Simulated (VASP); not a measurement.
```
BeS
1.0
    0.00000     2.25751     2.25751
    2.25751     0.00000     2.25751
    2.25751     2.25751     0.00000
Be S
1 1
Direct
  0.00000   0.00000   0.00000
  0.25000   0.25000   0.25000
```

Computed with PBEsol GGA, VASP's PBE PAW potentials (set 64) (plane waves; VASP). Run with 500 eV cut-off, 10×10×10 Γ-centred mesh, Gaussian smearing of 0.050 eV, potentials Be S.

Q: Estimate the energy per atom (σ→0), pressure, band gap (on the k-mesh) with the smallest direct gap where there is one.

A: 
| Quantity | Value |
|---|---|
| band gap (on the k-mesh) | 2.34 eV |
| smallest direct gap (on the k-mesh) | 5.40 eV |
| energy per atom (σ→0) | -5.070 eV/atom |
| pressure | 298.9 kbar |

The absolute energy has meaning only against runs of the same code, potentials and settings.

The structure was generated: BeS was put into the zinc blende type (F-43m), which need not be its known phase. It was relaxed first under an external pressure of 30 GPa.
